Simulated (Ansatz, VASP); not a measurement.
**La3LuO2 in VASP and in Ansatz**

```
La Lu O
1.0
     5.12321    0.00000    0.00000
     0.00000    5.12321    0.00000
     0.00000    0.00000    5.58158
La Lu O
3 1 2
Direct
  0.50000 0.50000 0.50000
  0.00000 0.50000 0.00000
  0.50000 0.00000 0.00000
  0.00000 0.00000 0.00000
  0.00000 0.00000 0.32749
  0.00000 0.00000 0.67251
```

Alike in both runs: task single point; functional PBE; k mesh 4 × 4 × 4; occupations gaussian, width 0.1 eV; no spin polarisation.

```csv
,VASP,Ansatz
version,VASP 6.6.1,Ansatz 0.2.0
potentials or method,"VASP PAW PBE potentials, release 64 (La, Lu, O)","scalar-relativistic, plane waves, PAW"
plane-wave cutoff (eV),520,420
valence electrons in the cell,70,70
```

VASP gave:

```
gap on the k mesh at the Fermi level (eV)       : none
pressure (GPa)                                  : 18.8
largest component of the traceless stress (GPa) : 5.93
rms of the force components (eV/Å)              : 0.936
```

Question: Estimate Ansatz's values.

Answer: gap on the k mesh at the Fermi level (eV): none; pressure (GPa): 18.2; largest component of the traceless stress (GPa): 5.33; rms of the force components (eV/Å): 0.820.

Atom by atom the forces differ by 0.116 eV/Å (rms over components). A gap of «none» marks a metal or a gap that the smearing closes. The functional is the same, so the differences come from potentials, cutoffs and numerics.

Caveats: so large a pressure means that the cell lies far from this level's equilibrium, or that cutoff or potentials fall short (VASP); forces of over 1 eV/Å show positions far from the minimum, so gaps and moduli don't describe the material at rest. Spin-orbit coupling is left out, which matters for the levels of La, Lu.
